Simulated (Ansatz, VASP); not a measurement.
## Mn2FeN2 in VASP and in Ansatz

INCAR

```
SYSTEM = Mn2FeN2
  PREC = Accurate
  ENCUT = 520
  EDIFF = 1E-7
  ISMEAR = -1
  SIGMA = 0.05
  LREAL = .FALSE.
  LASPH = .TRUE.
  NELM = 100
  ALGO = Normal
  ISIF = 2
  LWAVE = .FALSE.
  LCHARG = .FALSE.
  ISPIN = 2
  MAGMOM = 3 4 4 0 0
  LORBIT = 11
  LMAXMIX = 4
  GGA = PE
  NBANDS = 34
```

Contents of KPOINTS:

```
Automatic mesh
0
G
  10 10 5
  0 0 0
```

File POSCAR:

```
Mn2FeN2
1.0
    2.6495337553     -1.5350340890      0.0000000000
    2.6495337553      1.5350340890      0.0000000000
   -0.0149325162      0.0000000000      6.0053081409
Fe Mn N
1 2 2
Direct
    0.0000000000      0.0000000000      0.5000000000
    0.6666245000      0.6666245000      0.8330710000
    0.3333755000      0.3333755000      0.1669290000
    0.6675240000      0.6675240000      0.2624450000
    0.3324760000      0.3324760000      0.7375550000
```

File input.yaml:

```yaml
crystal:
  lattice:
    - [2.6495337553, -1.535034089, 0.0]
    - [2.6495337553, 1.535034089, 0.0]
    - [-0.0149325162, 0.0, 6.0053081409]
  atoms:
    - { symbol: Fe, position: [0.0, 0.0, 0.5], spin: 3.0 }
    - { symbol: Mn, position: [0.6666245, 0.6666245, 0.833071], spin: 4.0 }
    - { symbol: Mn, position: [0.3333755, 0.3333755, 0.166929], spin: 4.0 }
    - { symbol: "N", position: [0.667524, 0.667524, 0.262445] }
    - { symbol: "N", position: [0.332476, 0.332476, 0.737555] }
hamiltonian:
  xc: pbe
  pseudopotentials: { kind: paw }
magnetization:
  spin_polarized: true
kpoints:
  mp_grid: { grid: [10, 10, 5] }
scf:
  occupations: { method: fermi_dirac, width: 0.05 }
output:
  forces: true
  stress: true
  eigenvalues: true
```

Change from the starting cell: volume scaled by 1.04.

Alike in both runs: task single point; functional PBE; k mesh 10 × 10 × 5; occupations fermi-dirac, width 0.05 eV; collinear spin, ferromagnetic start.

```csv
,VASP,Ansatz
version,VASP 6.6.1,Ansatz 0.2.0
potentials or method,"VASP PAW PBE potentials, release 64 (Fe, Mn_pv, N)",Ansatz PAW
plane-wave cutoff (eV),520,420
valence electrons in the cell,44,56
```

```tsv
	VASP	Ansatz	Ansatz less VASP
gap on the k mesh at the Fermi level (eV)	none	none	-
pressure (GPa)	-9.1	-9.7	-0.54
largest component of the traceless stress (GPa)	3.21	3.72	+0.503
rms of the force components (eV/Å)	0.096	0.111	+0.0149
net moment per atom (μB)	0.29	0.30	+0.012
size of the moment on the site where the two differ most (μB)	0.64	0.53	-0.112
```

Site moments also hang on the region over which each program counts them. Atom by atom the forces differ by 0.021 eV/Å (rms over components). A gap of «none» marks a metal or a gap that the smearing closes. The functional is the same, so the differences come from potentials, cutoffs and numerics. The two sets of potentials don't hold the same shells in valence.

Caveats: only a ferromagnetic start was run, and an antiferromagnetic order may lie lower in energy; the pressure holds a Pulay correction of +0.4 GPa for the finite cutoff (Ansatz); the starting moments weren't kept (Ansatz).
